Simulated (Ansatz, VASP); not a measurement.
# Cs (Cs(100)): VASP beside Ansatz

Wanted: the spread between two codes on one cell, functional and k mesh. The structure shown is the end of the VASP relaxation below.

Main program and level: Ansatz 0.2.0; plane waves, with VASP 6.6.1 beside it; single point at PBEsol.

### 1. The starting structure

The cell holds 9 atoms: 9 Cs. Its edges and angles: a = 6.004 Å, b = 6.004 Å, c = 39.017 Å, α = 90.0°, β = 90.0°, γ = 90.0°. It derives from Cs. As first built, before any earlier steps moved the atoms (in the runner's words): 9 layers of bcc Cs, cut at this functional's lattice. Vacuum lies along c.

### 2. VASP: relaxation, PBEsol

This run makes the geometry at which the two programs are then compared.

Lines of VASP's logs that name or quote its potential files are left out, and so is its time.

The input, INCAR:

```
SYSTEM = Cs
PREC = Normal
ENCUT = 320
EDIFF = 1E-05
NELM = 120
ISMEAR = 1
SIGMA = 0.15
LREAL = .FALSE.
ALGO = Fast
GGA = PS
NBANDS = 50
LORBIT = 11
LWAVE = .FALSE.
LCHARG = .FALSE.
KPAR = 2
NCORE = 2
IBRION = 2
NSW = 40
ISIF = 2
EDIFFG = -0.03
POTIM = 0.4
MAXMIX = 40
```

The input, POSCAR:

```
Cs
1.0
    6.0042788360      0.0000000000      0.0000000000
    0.0000000000      6.0042788360      0.0000000000
    0.0000000000      0.0000000000     39.0171153440
Cs
9
Direct
    0.0000000000      0.0000000000      0.1922233300
    0.5000000000      0.5000000000      0.2691675000
    0.0000000000      0.0000000000      0.3461116700
    0.5000000000      0.5000000000      0.4230558300
    0.0000000000      0.0000000000      0.5000000000
    0.5000000000      0.5000000000      0.5769441700
    0.0000000000      0.0000000000      0.6538883300
    0.5000000000      0.5000000000      0.7308325000
    0.0000000000      0.0000000000      0.8077766700
```

The input, KPOINTS:

```
Automatic mesh
0
Gamma
5 5 1
0 0 0
```

Potentials, in the order of the species: Cs_sv (PBE family, release 64).

Started as:

```
$ mpirun -np 4 vasp_std
```

Numbers of over 12 decimals in the logs are rounded to 6 here.

The program printed:

```text
[banner, memory and clock lines left out]
running    4 mpi-ranks, on    1 nodes
 distrk:  each k-point on    2 cores,    2 groups
 distr:  one band on    2 cores,    1 groups

 POSCAR found type information on POSCAR Cs
 POSCAR found :  1 types and       9 ions
|                                                                             |
|               ----> ADVICE to this user running VASP <----                  |
|                                                                             |
|     You enforced a specific xc type in the INCAR file but a different       |
|     [... a line on the potential file left out ...]
|     I HOPE YOU KNOW WHAT YOU ARE DOING!                                     |
|                                                                             |

 LDA part: xc-table for (Slater+PW92), standard interpolation
 POSCAR, INCAR and KPOINTS ok, starting setup
 FFT: planning ... GRIDC
 FFT: planning ... GRID_SOFT
 FFT: planning ... GRID
 WAVECAR not read
 entering main loop
       N       E                     dE             d eps       ncg     rms          rms(c)
DAV:   1     0.606544736608E+03    0.60654E+03   -0.20633E+04   680   0.771E+02
DAV:   2     0.998730539923E+02   -0.50667E+03   -0.49965E+03   820   0.186E+02
DAV:   3    -0.461331847096E+01   -0.10449E+03   -0.10371E+03   712   0.849E+01
DAV:   4    -0.827450462724E+01   -0.36612E+01   -0.36475E+01   704   0.209E+01
DAV:   5    -0.835897940060E+01   -0.84475E-01   -0.83963E-01   776   0.239E+00    0.724E-01
RMM:   6    -0.883837063583E+01   -0.47939E+00   -0.97697E-01   677   0.123E+00    0.125E+00
RMM:   7    -0.810047549494E+01    0.73790E+00   -0.11285E-01   651   0.719E-01    0.393E-01
RMM:   8    -0.808467534381E+01    0.15800E-01   -0.93689E-02   686   0.580E-01    0.235E-01
RMM:   9    -0.808636855334E+01   -0.16932E-02   -0.55093E-02   686   0.341E-01    0.179E-01
RMM:  10    -0.808317240783E+01    0.31961E-02   -0.23283E-02   686   0.231E-01    0.689E-02
RMM:  11    -0.808394367313E+01   -0.77127E-03   -0.12159E-02   685   0.131E-01    0.524E-02
RMM:  12    -0.808500225358E+01   -0.10586E-02   -0.37362E-03   679   0.800E-02    0.204E-02
RMM:  13    -0.808558794304E+01   -0.58569E-03   -0.19992E-03   606   0.487E-02    0.162E-02
RMM:  14    -0.808566858125E+01   -0.80638E-04   -0.13219E-03   638   0.424E-02    0.963E-03
RMM:  15    -0.808574127137E+01   -0.72690E-04   -0.61963E-04   498   0.230E-02    0.638E-03
RMM:  16    -0.808588161621E+01   -0.14034E-03   -0.22244E-04   457   0.180E-02    0.455E-03
RMM:  17    -0.808598384380E+01   -0.10223E-03   -0.18996E-04   387   0.127E-02    0.321E-03
RMM:  18    -0.808612643049E+01   -0.14259E-03   -0.11284E-04   413   0.138E-02    0.181E-03
RMM:  19    -0.808613821288E+01   -0.11782E-04   -0.82267E-05   245   0.703E-03    0.116E-03
RMM:  20    -0.808613909729E+01   -0.88440E-06   -0.86911E-06   286   0.665E-03
   1 F= -.80861391E+01 E0= -.80876749E+01  d E =-.808614E+01
 curvature:   0.00 expect dE= 0.000E+00 dE for cont linesearch  0.000E+00
 trial: gam= 0.00000 g(F)=  0.125E-03 g(S)=  0.000E+00 ort = 0.000E+00 (trialstep = 0.100E+01)
 search vector abs. value=  0.125E-03
 bond charge predicted
       N       E                     dE             d eps       ncg     rms          rms(c)
DAV:   1    -0.808636043180E+01   -0.22222E-03   -0.11010E-02   622   0.268E-01    0.908E-03
RMM:   2    -0.808637854269E+01   -0.18111E-04   -0.27578E-04   594   0.441E-02    0.326E-03
RMM:   3    -0.808638837272E+01   -0.98300E-05   -0.48322E-05   447   0.158E-02
   2 F= -.80863884E+01 E0= -.80878908E+01  d E =-.249275E-03
 ZBRENT: can't locate minimum, use default step
 trial-energy change:   -0.000249  1 .order   -0.000112   -0.000125   -0.000099
 step:   4.0000(harm=  4.8697)  dis= 0.00511  next Energy=    -8.086444 (dE=-0.305E-03)
 reached required accuracy - stopping structural energy minimisation
```

From OUTCAR (step 2):

```text
ion  position               nearest neighbor table
   1  0.000  0.000  0.192-
   2  0.500  0.500  0.269-
   3  0.000  0.000  0.346-
   4  0.500  0.500  0.423-
   5  0.000  0.000  0.500-
   6  0.500  0.500  0.577-
   7  0.000  0.000  0.654-
   8  0.500  0.500  0.731-
   9  0.000  0.000  0.808-

  LATTYP: Found a simple tetragonal cell.
 ALAT       =     6.0042788360
 C/A-ratio  =     6.4982184222

 Subroutine GETGRP returns: Found 16 space group operations
 (whereof 16 operations were pure point group operations)

The static configuration has the point symmetry D_4h.

 Found      6 irreducible k-points:

   k-points           NKPTS =      6   k-points in BZ     NKDIM =      6   number of bands    NBANDS=     50

   dimension x,y,z NGX =    28 NGY =   28 NGZ =  180
   dimension x,y,z NGXF=    56 NGYF=   56 NGZF=  360

   ENCUT  =  320.0 eV  23.52 Ry    4.85 a.u.   8.76  8.76 56.91*2*pi/ulx,y,z

   NELECT =      81.0000    total number of electrons

 k-points in reciprocal lattice and weights: Automatic mesh
   0.00000000  0.00000000  0.00000000       0.040
   0.20000000  0.00000000  0.00000000       0.160
   0.40000000  0.00000000  0.00000000       0.160
   0.20000000  0.20000000  0.00000000       0.160
   0.40000000  0.20000000  0.00000000       0.320
   0.40000000  0.40000000  0.00000000       0.160

 average (electrostatic) potential at core
       1 -53.7984       2 -53.5109       3 -53.4849       4 -53.4786       5 -53.5107
       6 -53.4786       7 -53.4849       8 -53.5109       9 -53.7984

 E-fermi :  -0.1809

 k-point     1 :       0.0000    0.0000    0.0000
  band No.  band energies     occupation
    ...
     38      -1.7659      2.00000
     39      -1.5092      2.00000
     40      -1.1542      2.00000
     41      -0.7583      2.00000
     42      -0.3456      2.06510
     43       0.0131     -0.06960
     44       0.2695     -0.00018
     45       0.3671     -0.00000
     46       0.4100     -0.00000
     47       0.5116     -0.00000
    ...

 k-point     2 :       0.2000    0.0000    0.0000
  band No.  band energies     occupation
    ...
     38      -1.5442      2.00000
     39      -1.3026      2.00000
     40      -0.9687      2.00000
     41      -0.5980      2.00060
     42      -0.2098      1.31979
     43       0.1366     -0.01077
     44       0.3631     -0.00000
     45       0.4024     -0.00000
     46       0.4592     -0.00000
     47       0.5149     -0.00000
    ...

 k-point     3 :       0.4000    0.0000    0.0000
  band No.  band energies     occupation
    ...
     39      -0.7522      2.00000
     40      -0.5047      2.00927
     41      -0.2651      1.80364
     42      -0.2175      1.39942
     43      -0.1390      0.54682
     44      -0.0832      0.11677
     45      -0.0602      0.01751
     46       0.5532     -0.00000
     47       0.5537     -0.00000
     48       0.7590     -0.00000
    ...

  Total       -0.7278604     -0.7278604      0.2091823      0.0000000     -0.0000000     -0.0000000
  in kB       -0.8290521     -0.8290521      0.2382641      0.0000000     -0.0000000     -0.0000000
  external PRESSURE =      -0.4732800 kB  Pullay stress =       0.0000000 kB

  energy-cutoff  :      320.00
  volume of cell :     1406.62
      direct lattice vectors                 reciprocal lattice vectors
     6.004278836  0.000000000  0.000000000     0.166547895  0.000000000  0.000000000
     0.000000000  6.004278836  0.000000000     0.000000000  0.166547895  0.000000000
     0.000000000  0.000000000 39.017115344     0.000000000  0.000000000  0.025629778

 POSITION                                       TOTAL-FORCE (eV/Angst)
 -----------------------------------------------------------------------------------
      6.00428      6.00428      7.49872        -0.000000     -0.000000     -0.026671
      3.00214      3.00214     10.50300         0.000000     -0.000000      0.016886
      0.00000      6.00428     13.50439         0.000000     -0.000000      0.000811
      3.00214      3.00214     16.50623        -0.000000      0.000000     -0.005798
      6.00428      6.00428     19.50856         0.000000      0.000000     -0.000000
      3.00214      3.00214     22.51088         0.000000     -0.000000      0.005798
      6.00428      6.00428     25.51272        -0.000000     -0.000000     -0.000811
      3.00214      3.00214     28.51412         0.000000      0.000000     -0.016886
      6.00428      6.00428     31.51839        -0.000000      0.000000      0.026671
 -----------------------------------------------------------------------------------
    total drift:                                0.000000     -0.000000      0.000000

  FREE ENERGIE OF THE ION-ELECTRON SYSTEM (eV)
  ---------------------------------------------------
  free  energy   TOTEN  =        -8.0863883727 eV

  energy  without entropy=       -8.0908956826  energy(sigma->0) =       -8.08789081

 reached required accuracy - stopping structural energy minimisation

 total charge
# of ion       s       p       d       tot
------------------------------------------
    1        1.875   4.678   0.007   6.560
    2        1.875   4.678   0.010   6.563
    3        1.877   4.675   0.011   6.562
    4        1.876   4.676   0.010   6.563
    5        1.876   4.676   0.011   6.563
    6        1.876   4.676   0.010   6.563
    7        1.877   4.675   0.011   6.562
    8        1.875   4.678   0.010   6.563
    9        1.875   4.678   0.007   6.560
--------------------------------------------------
tot         16.884  42.089   0.087  59.060

[... 3 further parts left out ...]
```

This run has no spin polarisation. Its electron count is odd, so without a moment it is a metal by construction. The run keeps the 16 symmetry operations of its start, so it cannot find a distortion of lower symmetry.

### 3. Ansatz: single point, PBEsol

Ansatz runs on its default PAW (the set named soft_2) files.

The same cell, functional, mesh and smearing now go to Ansatz, which takes its cutoff from its data sets.

The input, input.yaml:

```yaml
crystal:
  lattice:
    - [6.00427884, 0.0, 0.0]
    - [0.0, 6.00427884, 0.0]
    - [0.0, 0.0, 39.01711534]
  atoms:
    - { symbol: Cs, position: [0.0, 0.0, 0.19219058] }
    - { symbol: Cs, position: [0.5, 0.5, 0.26918946] }
    - { symbol: Cs, position: [0.0, 0.0, 0.34611464] }
    - { symbol: Cs, position: [0.5, 0.5, 0.42305109] }
    - { symbol: Cs, position: [0.0, 0.0, 0.5] }
    - { symbol: Cs, position: [0.5, 0.5, 0.57694891] }
    - { symbol: Cs, position: [0.0, 0.0, 0.65388536] }
    - { symbol: Cs, position: [0.5, 0.5, 0.73081054] }
    - { symbol: Cs, position: [0.0, 0.0, 0.80780942] }
hamiltonian:
  xc: pbesol
  pseudopotentials: { kind: paw }
kpoints:
  mp_grid: { grid: [5, 5, 1] }
scf:
  occupations: { method: methfessel_paxton, width: 0.15 }
  n_extra_bands: 6
output:
  forces: true
  eigenvalues: true
```

Started as:

```
$ ansatz run input.yaml --threads 4 --pin off --max-ram 9216MiB --backend cpu --events-out ev --progress --plain --runs-dir out
```

The program printed:

```text
scf.n_extra_bands = 6 over 41 filled bands (N_el = 81.0): the run solves 47 bands
Engine: ansatz 0.2.0, aarch64-unknown-linux-gnu
Pseudopotentials: kind: paw
Pseudopotential: Cs, paw, valence charge 9, recommended cutoff 420 eV (normal), Cs.paw.azcp
Functional definition: PBEsol
  exchange = pbesol_x
  correlation = pbesol_c
Crystal: 9 atoms, lattice volume = 1406.620 Å³
Basis set: ecut = 420 eV, 27407 PW (Γ), exchange–correlation on 90×90×540 points (8 copies of the dense FFT grid, shifted against one another)
Bands: 47, of which v1, the nominal top of the filled ones, is band 41 counted from 1 (40 counted from 0)
Symmetry: 16 space group operations
Space group: P4/mmm (ITA 123), of the structure as read, at distance tolerance 1.1e-4 Å
k-points: 6 of 25
Non-local potential: Cs, projectors of the file, l = 0: 3, l = 1: 2, l = 2: 2, l = 3: 2
PAW form: soft (Blöchl's): semilocal exchange-correlation on the pseudo side does not see the compensation charge
PAW frozen core: Cs, regenerated for the run's functional, and the local potential with it (the file was generated under x = pbe(κ = 0.804, μ = 0.219515), c = pbe(β = 0.066725))
PAW one-centre angular grid: Cs, 194 points (default); XC on 64 Gauss nodes
Initial density: superposition of atomic densities (neutral atoms: chi_scale 0, normalization atom), corrected by the library's trained network
Initial wavefunctions: pseudopotential atomic-orbital guess
Functional: x = pbesol(κ = 0.804, μ = 0.123457), c = pbesol(β = 0.046)
SCF iter   1: F=—  HF=-50271.854150 eV  |F-HF|=—  |Δ(HF+E_count)|=         —  Δρ=1.31e-3  dr2=3.73e0  ethr=1.77e-3  ⟨swp⟩=12.7  Hψ=1279  notcnv=0
preconditioner: auto → LDOS  [metal: Δε(μ)=0.074 eV  Ē_g=1.075 eV  σ=0.150 eV  W_gap=0.38  n_scr=132 (ndim 8)  ℏωp=3.0 eV  f_vac=0.281  D(μ)=10.04/eV (n_scr^D=34)  β→1.0]
SCF iter   2: F=—  HF=-50271.755084 eV  |F-HF|=—  |Δ(HF+E_count)|=   9.91e-2  S|Δr|=    0.00e0  Δρ=3.89e-4  dr2=9.50e-2  ethr=1.77e-3  ⟨swp⟩=1.8  Hψ=336  notcnv=0
SCF iter   3: F=—  HF=-50271.753133 eV  |F-HF|=—  |Δ(HF+E_count)|=   1.95e-3  S|Δr|=    0.00e0  Δρ=1.05e-4  dr2=2.57e-3  ethr=1.17e-4  ⟨swp⟩=1.8  Hψ=294  notcnv=0
SCF iter   4: F=—  HF=-50271.753699 eV  |F-HF|=—  |Δ(HF+E_count)|=   5.66e-4  S|Δr|=    0.00e0  Δρ=5.58e-5  dr2=2.82e-4  ethr=3.17e-6  ⟨swp⟩=3.2  Hψ=576  notcnv=0
SCF iter   5: F=—  HF=-50271.753687 eV  |F-HF|=—  |Δ(HF+E_count)|=   1.17e-5  S|Δr|=    0.00e0  Δρ=2.43e-5  dr2=5.12e-5  ethr=3.48e-7  ⟨swp⟩=2.5  Hψ=501  notcnv=0
SCF iter   6: F=—  HF=-50271.753598 eV  |F-HF|=—  |Δ(HF+E_count)|=   8.96e-5  S|Δr|=    0.00e0  Δρ=5.71e-6  dr2=2.28e-6  ethr=6.32e-8  ⟨swp⟩=2.2  Hψ=487  notcnv=0
SCF iter   7: F=—  HF=-50271.753598 eV  |F-HF|=—  |Δ(HF+E_count)|=   2.87e-7  S|Δr|=    0.00e0  Δρ=1.82e-6  dr2=5.84e-7  ethr=2.81e-9  ⟨swp⟩=3.2  Hψ=569  notcnv=0
SCF iter   8: F=-50271.753598 eV  HF=-50271.753598 eV  |F-HF|=3.56e-8  |Δ(HF+E_count)|=   3.21e-9  S|Δr|=    0.00e0  Δρ=1.08e-6  dr2=4.72e-8  ethr=1.23e-10  ⟨swp⟩=19.7  Hψ=1883  notcnv=0
SCF 1 converged in 8 iterations: F = -50271.753598 eV  dr2 = 4.72e-8
  greatest PAW one-centre occupation: 0.931 electrons in one spin orbital (limit 2), on the Cs atom at site 6 (counted from 0), in its partial waves of l = 0
SCF converged after 8 iterations
Stability not checked: this state was not tested for a lower state beside it, because cold or Methfessel-Paxton smearing, or corrected tetrahedra, fill the levels in a way that the test cannot read (fill_not_monotonic; see scf.lower_state_search)
Free energy (F): -50271.753598 eV
Harris-Foulkes:  -50271.753598 eV  (|F-HF|=3.56e-8)
Internal energy: -50271.758084 eV  (E = F + TS)
E sigma→0 (E₀):  -50271.754719 eV
Entropy (-TS):   0.004486 eV (0.498 meV/atom)
Fermi energy:    1.124482 eV
--- Per-component energies (eV) ---
  E_band       = -923.227091
  E_kinetic    = 1268.078682
  E_local      = -13791.003714  (includes V_loc(G=0)·N_el)
  E_nonlocal   = 281.635462
  E_hartree    = 6316.162569
  E_xc         = -1541.076931
  E_vxc        = -1117.610311  (∫ρ·V_xc dr)
  E_paw        = -44852.211754  (= ΣΔE_a)
  E_vpaw       = -196.659943  (= ΣTr[D̂ρ^β])
  E_aug_tail   = -0.000012  (compensation charges beyond the density's cutoff)
  E_ewald      = 2045.360173
  E_core_change = 1.297441  (= ΣΔE_core)
  E_smearing   = 0.004486  (= −TS)
  E_closure    = 0.000000  (closes the sum)
  Σ components = -50271.753598   (vs F -50271.753598, Δ=0.00e0)
--- Forces (eV/Å), atoms counted from 1 ---
  atom   1  Cs     0.00000000     0.00000000    -0.03056587
  atom   2  Cs     0.00000000     0.00000000     0.01991439
  atom   3  Cs     0.00000000     0.00000000     0.00143117
  atom   4  Cs     0.00000000     0.00000000    -0.00530579
  atom   5  Cs     0.00000000    -0.00000000     0.00000000
  atom   6  Cs     0.00000000     0.00000000     0.00530579
  atom   7  Cs     0.00000000     0.00000000    -0.00143117
  atom   8  Cs     0.00000000     0.00000000    -0.01991439
  atom   9  Cs     0.00000000     0.00000000     0.03056587
  max |Σ_I F_I| component: 3.47e-18 eV/Å
--- Band table (eV; the first three rows and the last of 6) ---
  k-point 0: bands = [... 37 lower, -0.4608, -0.2042, 0.1510, 0.5469, 0.9598, 1.3189, 1.5758, 1.6738, ... 2 higher]
  k-point 1: bands = [... 37 lower, -0.2391, 0.0025, 0.3365, 0.7073, 1.0956, 1.4420, 1.6693, 1.7078, ... 2 higher]
  k-point 2: bands = [... 37 lower, 0.3641, 0.5531, 0.8009, 1.0408, 1.0878, 1.1663, 1.2227, 1.2453, ... 2 higher]
  k-point 5: bands = [... 37 lower, 1.0012, 1.2260, 1.2651, 1.4245, 1.5156, 1.6770, 1.7839, 1.9712, ... 2 higher]
```

It took 16 s on 4 threads of Arm Neoverse N1, shared host; peak memory 2.4 GiB.

The column dr2 measures how far the density is from self-consistency, as an energy; F and HF (Harris–Foulkes) agree once it is small.

### 4. Comparison

Known differences besides the potentials themselves: the cutoff is 420 eV in Ansatz and 320 eV in VASP (PREC = Normal); Ansatz makes its cores anew for this functional, VASP keeps those of its PBE data sets; VASP leaves aspherical gradient terms in its spheres out (LASPH is not set), Ansatz keeps them. Total energies have different zeros and are not compared.

At this near-relaxed geometry the largest component of a force difference is 4 meV/Å.

### 5. Results

```yaml
r_m_s_force_difference_single_point_pbesol: 1.4 meV/Å
```

The r.m.s. force difference is 1.4 meV/Å (single point, PBEsol), within the 12 meV/Å picked in this series as the mark of a large difference. Such differences can come from data sets, numerical settings and the points named under the comparisons, not from the functional's error against experiment.

[Lines on the potential files, build, host, timing and source positions are cut from VASP's logs without a mark.]

[Logs are printed without paths, hosts, clocks, repeated set-up lines and the standing remarks that a program may print on its own settings, such as how far it seeks lower states.]

[Hosts, paths, dates, database ids (printed as entryN), source tags and the programs' standing remarks are cut or masked in the printed files.]
